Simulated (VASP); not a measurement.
FeS2 (marcasite): the band gap from VASP (plane waves, PAW) at several levels of theory. Gaps are without spin-orbit coupling. Each level names its cell: its own relaxed one, PBE's, or the starting one. A gap is the smallest over the k-mesh and a band path; hybrids may have named points in place of the path, and GW has the mesh alone.

```tsv
level	band gap (eV)
PBE (own cell)	0.83
PBEsol (own cell)	0.87
```

The cell of the PBE (own cell) run:

```cif
data_Fe2S4
_chemical_formula_sum 'Fe2 S4'
_space_group_name_H-M_alt 'P 1'
_space_group_IT_number 1
_cell_length_a 3.38891
_cell_length_b 4.43724
_cell_length_c 5.40906
_cell_angle_alpha 90.000
_cell_angle_beta 90.000
_cell_angle_gamma 90.000
loop_
_space_group_symop_operation_xyz
  'x, y, z'
loop_
_atom_site_label
_atom_site_type_symbol
_atom_site_fract_x
_atom_site_fract_y
_atom_site_fract_z
_atom_site_occupancy
Fe1 Fe 0.00000 0.00000 0.00000 1
Fe2 Fe 0.50000 0.50000 0.50000 1
S1 S 0.00000 0.20547 0.37558 1
S2 S 0.50000 0.70547 0.12442 1
S3 S 0.50000 0.29453 0.87558 1
S4 S 0.00000 0.79453 0.62442 1
```

Only levels that ran to the end are used. Left out are those held back, those with too coarse a band path, GW runs whose mesh misses a band edge, hybrids' fits of cells that aren't cubic and levels without matching references; a question may draw on a part of the rest.

The compound is FeS2 in the marcasite structure.
